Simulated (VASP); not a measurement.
Here is a VASP 6.6.1 calculation.

INCAR

```
SYSTEM = SrTiO3
ALGO = Normal
EDIFF = 1E-6
EDIFFG = -0.01
ENCUT = 600
GGA = PE
IBRION = 2
ISIF = 3
ISMEAR = 0
LASPH = .TRUE.
LCHARG = .FALSE.
LREAL = .FALSE.
LWAVE = .FALSE.
NELM = 80
NSW = 90
PREC = Accurate
PSTRESS = 23.0
SIGMA = 0.03
```

Contents of KPOINTS:

```
k-points
0
G
  8 8 8
  0 0 0
```

Contents of POSCAR:

```
SrTiO3
1.0
    3.9052800000      0.0000000000      0.0000000000
    0.0000000000      3.9052800000      0.0000000000
    0.0000000000      0.0000000000      3.9052800000
Sr Ti O
1 1 3
Direct
    0.5000000000      0.5000000000      0.5000000000
    0.0000000000      0.0000000000      0.0000000000
    0.5000000000      0.0000000000      0.0000000000
    0.0000000000      0.5000000000      0.0000000000
    0.0000000000      0.0000000000      0.5000000000
```

Potentials or basis: VASP PAW PBE potentials, release 64 (Sr_sv, Ti_sv, O).

The run is started by

```console
$ cat potpaw_PBE.64/Sr_sv/POTCAR potpaw_PBE.64/Ti_sv/POTCAR potpaw_PBE.64/O/POTCAR > POTCAR
$ mpirun -np 1 vasp_std > vasp.out
```

Task: Estimate the relaxed volume.

Result: 12.07 Å³/atom.

Task: Predict the space group after relaxing (to 0.05 Å).

Result: Pm-3m (No. 221).

Task: Predict the relaxed cell.

Result: a = 3.923 Å, b = 3.923 Å, c = 3.923 Å, α = 90.00°, β = 90.00°, γ = 90.00°.

Task: What does it give for the band gap on the k mesh?

Result: 1.83 eV, indirect (least direct gap 2.19 eV).

Step by step:
```csv
step,energy change (eV),largest force (eV/Å),pressure (GPa),volume (Å³)
1,0.0000,0.0000,4.69,59.56
2,-0.0231,0.0000,0.17,61.11
3,-0.0175,0.0000,2.27,60.36
```

Caveat: the cell is relaxed towards a set pressure, so the enthalpy falls and the energy may rise. Zero-point motion and thermal expansion aren't in these numbers.
